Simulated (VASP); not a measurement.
VASP runs on ZrC (rock salt) share one base input (PBE GGA, plane waves, VASP's PBE PAW potentials (set 64)) and change the settings named in each case.

**INCAR**
```
SYSTEM = ZrC
PREC = Accurate
ENCUT = 520
EDIFF = 1E-6
NELM = 100
ALGO = Normal
LREAL = .FALSE.
LASPH = .TRUE.
ISMEAR = 1
SIGMA = 0.1
GGA = PE
LMAXMIX = 4
LWAVE = .FALSE.
LCHARG = .FALSE.
ISIF = 2
```

POSCAR:
```
ZrC
2.3970
  0.0000000000   1.0000000000   1.0000000000
  1.0000000000   0.0000000000   1.0000000000
  1.0000000000   1.0000000000   0.0000000000
Zr C
1 1
Cart
  0.0000000000   0.0000000000   0.0000000000
  1.0000000000   1.0000000000   1.0000000000
```

KPOINTS:
```
Regular mesh
0
Gamma
12 12 12
0 0 0
```

POTCAR, in this order: Zr_sv C (PBE.64 set). Program: vasp_std.

```json
[
 {"change": "base run", "E(σ→0) (eV/atom)": "-9.7067", "−TS (eV)": "-0.0001"},
 {"change": "ISMEAR = 2, SIGMA = 0.02", "E(σ→0) (eV/atom)": "-9.7067", "−TS (eV)": "-0.0001"},
 {"change": "ISMEAR = 0, SIGMA = 0.02", "E(σ→0) (eV/atom)": "-9.7067", "−TS (eV)": "-0.0002"},
 {"change": "SIGMA = 0.5", "E(σ→0) (eV/atom)": "-9.7070", "−TS (eV)": "0.0055"},
 {"change": "ISMEAR = 0, SIGMA = 0.05", "E(σ→0) (eV/atom)": "-9.7067", "−TS (eV)": "-0.0005"},
 {"change": "ISMEAR = 0, SIGMA = 0.01", "E(σ→0) (eV/atom)": "-9.7067", "−TS (eV)": "-0.0001"},
 {"change": "ISMEAR = -5, SIGMA removed", "E(σ→0) (eV/atom)": "-9.7068", "−TS (eV)": "0.0000"},
 {"change": "ISMEAR = -4, SIGMA removed", "E(σ→0) (eV/atom)": "[?]", "−TS (eV)": "0.0000"}
]
```

Complete the blanks.

- ISMEAR = -4, SIGMA removed, E(σ→0) (eV/atom): -9.7030

Left out are runs that ran out of time, are held back, or changed the cell or the kind of run, fixed moments of cells without a moment, rows past the twelfth, gaps on odd meshes, pressures of charged cells and columns that move by less than the noise.

The compound is ZrC in the rock salt structure. The cell was not relaxed at this level.
